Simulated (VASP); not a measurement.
Data:

```
Sr
1.0
    0.00000     3.06961     3.06961
    3.06961     0.00000     3.06961
    3.06961     3.06961     0.00000
Sr
1
Cartesian
  0.00000   0.00000   0.00000
```

These are revPBE GGA, VASP's PBE PAW potentials (set 64) (plane waves; VASP 6.6.1) values and carry that method's errors. Run with 520 eV cut-off, 10×10×10 Γ-centred mesh, first-order Methfessel-Paxton smearing of 0.10 eV, potentials Sr_sv.

Task: The job: Sr (fcc), 1 atom, revPBE, static run, 520 eV, 10×10×10 Γ-centred mesh. Roughly how much core time does it take on a busy server core?

Result: About 10 core-seconds (one run on a shared machine, a rough figure). It had 47 irreducible k-points, 9 bands, up to 1588 plane waves and 13 electronic steps.

The compound is Sr in the fcc structure. It was relaxed first.
